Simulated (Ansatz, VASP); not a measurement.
**Ta3SiO4: VASP beside Ansatz**

```
CELL_PARAMETERS angstrom
4.50236 0.00000 0.00000
0.00000 4.50236 0.00000
0.00000 0.00000 4.50236
ATOMIC_POSITIONS crystal
Ta 0.00000 0.50000 0.50000
Ta 0.50000 0.00000 0.50000
Ta 0.50000 0.50000 0.00000
Si 0.00000 0.00000 0.00000
O 0.50000 0.00000 0.00000
O 0.50000 0.50000 0.50000
O 0.00000 0.00000 0.50000
O 0.00000 0.50000 0.00000
```

Change from the starting cell: species swapped into the Mg3CuO4 type (Pm-3m, No. 221).

Alike in both runs: functional PBE; k mesh 8 × 8 × 8; occupations gaussian, width 0.1 eV; no spin polarisation.

Ansatz relaxed the structure, and its values are those at the end. VASP's run is a single point on that final structure, the one shown.

```csv
,VASP,Ansatz
version,VASP 6.6.1,Ansatz 0.2.0
potentials or method,"VASP PAW PBE potentials, release 64 (Ta_pv, Si, O)","scalar-relativistic, plane waves, PAW"
plane-wave cutoff (eV),520,420
valence electrons in the cell,61,67
```

Ansatz gave:

```
gap on the k mesh at the Fermi level (eV) : none
pressure (GPa)                            : 0.0
```

Q: Estimate VASP's values.

A: gap on the k mesh at the Fermi level (eV): none; pressure (GPa): 0.4.

A gap of «none» marks a metal or a gap that the smearing closes. With one functional, cell and mesh, what is left measures potentials, basis and numerics. The two sets of potentials don't hold the same shells in valence.

Caveats: an odd number of electrons without spin polarisation forces a metal; a magnetic or distorted state may lie lower. Spin-orbit coupling is left out, which matters for the levels of Ta.
